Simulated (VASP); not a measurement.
Computed with PBE GGA with D3 dispersion (zero damping), VASP's PBE PAW potentials (set 64) (plane waves; VASP).

A VASP calculation is set up with these files.

**POSCAR**
```
PbS
1
    0.0000000000     2.9837202793     2.9837202793
    2.9837202793     0.0000000000     2.9837202793
    2.9837202793     2.9837202793     0.0000000000
Pb S
1 1
Direct
  0.0000000000   0.0000000000   0.0000000000
  0.5000000000   0.5000000000   0.5000000000
```

**INCAR**
```
ALGO  =  Normal   ! blocked Davidson
ENCUT  =  520
SYSTEM  =  PbS
EDIFF  =  1E-7
LASPH  =  .TRUE.
GGA  =  PE
NELM  =  100   ! most electronic steps
LWAVE  =  .FALSE.
IVDW  =  11
LMAXMIX  =  4
SIGMA  =  0.05   ! width (eV)
ISMEAR  =  0   ! Gaussian
ISIF  =  2   ! forces and stress, cell fixed
LREAL  =  .FALSE.
PREC  =  Accurate
LCHARG  =  .FALSE.
```

File KPOINTS:
```
Automatic mesh
0
Gamma
8 8 8
0 0 0
```

POTCAR, in this order: Pb_d S (PBE.64 set). Program: vasp_std.

What VASP printed:

### OSZICAR
```
       N       E                     dE             d eps       ncg     rms          rms(c)
DAV:   1     0.160053122656E+03    0.16005E+03   -0.10015E+04   826   0.149E+03
DAV:   2     0.398521089999E+01   -0.15607E+03   -0.15253E+03   860   0.364E+02
DAV:   3    -0.892153514938E+01   -0.12907E+02   -0.12849E+02  1076   0.108E+02
DAV:   4    -0.925183416419E+01   -0.33030E+00   -0.33009E+00   914   0.202E+01
DAV:   5    -0.926453179549E+01   -0.12698E-01   -0.12697E-01  1154   0.383E+00    0.450E+00
DAV:   6    -0.876121642649E+01    0.50332E+00   -0.15598E+00  1196   0.970E+00    0.319E+00
DAV:   7    -0.876250889565E+01   -0.12925E-02   -0.15281E-01   876   0.223E+00    0.184E+00
DAV:   8    -0.876624162047E+01   -0.37327E-02   -0.16505E-02   902   0.164E+00    0.269E-01
DAV:   9    -0.876581861047E+01    0.42301E-03   -0.34296E-03  1238   0.594E-01    0.905E-02
DAV:  10    -0.876601398739E+01   -0.19538E-03   -0.36935E-04   872   0.129E-01    0.534E-02
DAV:  11    -0.876602077874E+01   -0.67914E-05   -0.72893E-05   982   0.105E-01    0.154E-02
DAV:  12    -0.876602185349E+01   -0.10747E-05   -0.44986E-06  1022   0.215E-02    0.249E-03
DAV:  13    -0.876602192633E+01   -0.72840E-07   -0.14024E-07   712   0.511E-03
   1 F= -.91744589E+01 E0= -.91744589E+01  d E =-.601240E-11
```

### OUTCAR
```
------------------------ aborting loop because EDIFF is reached ----------------------------------------
 Edisp (eV)   -0.40844
  FORCE on cell =-STRESS in cart. coord.  units (eV):
  Direction    XX          YY          ZZ          XY          YZ          ZX
  --------------------------------------------------------------------------------------
  Total       0.01402     0.01402     0.01402     0.00000    -0.00000    -0.00000
  in kB       0.42295     0.42295     0.42295     0.00000    -0.00000    -0.00000
  external pressure =        0.42 kB  Pullay stress =        0.00 kB
  volume of cell :       53.13
      direct lattice vectors                 reciprocal lattice vectors
     0.000000000  2.983720279  2.983720279    -0.167576030  0.167576030  0.167576030
     2.983720279  0.000000000  2.983720279     0.167576030 -0.167576030  0.167576030
     2.983720279  2.983720279  0.000000000     0.167576030  0.167576030 -0.167576030
  FREE ENERGIE OF THE ION-ELECTRON SYSTEM (eV)
  ---------------------------------------------------
  free  energy   TOTEN  =        -9.1744589379 eV

  energy  without entropy=       -9.1744589379  energy(sigma->0) =       -9.17445894
```
(Selected blocks of OUTCAR.)

File OUTCAR:
```
 val. band max:        5.5664892716   @ k =   0.5000   0.0000   0.0000

 cond. band min:       5.9957953249   @ k =   0.5000   0.0000   0.0000


 Fermi energy:         5.7861383323

 k-point     1 :       0.0000    0.0000    0.0000
  band No.  band energies     occupation
      1     -11.2102      2.00000
      2     -11.2102      2.00000
      3     -11.2102      2.00000
      4     -11.1933      2.00000
      5     -11.1933      2.00000
      6      -7.8496      2.00000
      7      -0.4835      2.00000
      8       3.5022      2.00000
      9       3.5022      2.00000
     10       3.5022      2.00000
     11      10.7446      0.00000
     12      10.7446      0.00000
     13      10.7446      0.00000
     14      12.3623      0.00000

 k-point     2 :       0.1250    0.0000    0.0000
  band No.  band energies     occupation
      1     -11.2094      2.00000
      2     -11.2072      2.00000
      3     -11.2072      2.00000
      4     -11.1941      2.00000
      5     -11.1941      2.00000
      6      -7.7203      2.00000
      7      -0.9079      2.00000
      8       3.5425      2.00000
      9       3.5425      2.00000
     10       3.8171      2.00000
     11       9.5553      0.00000
     12       9.9937      0.00000
     13       9.9937      0.00000
     14      12.3022      0.00000

 k-point     3 :       0.2500    0.0000    0.0000
  band No.  band energies     occupation
      1     -11.2119      2.00000
      2     -11.2119      2.00000
      3     -11.2080      2.00000
      4     -11.1842      2.00000
      5     -11.1842      2.00000
      6      -7.3621      2.00000
      7      -1.8309      2.00000
      8       3.6568      2.00000
      9       3.6568      2.00000
     10       4.4447      2.00000
     11       7.9483      0.00000
     12       8.8146      0.00000
     13       8.8146      0.00000
     14      12.4745      0.00000

 k-point     4 :       0.3750    0.0000    0.0000
  band No.  band energies     occupation
...
```

Unless said otherwise, spin-orbit coupling is left out, though it shifts the bands of the heavy elements here.

The compound is PbS in the rock salt structure. It was relaxed first.
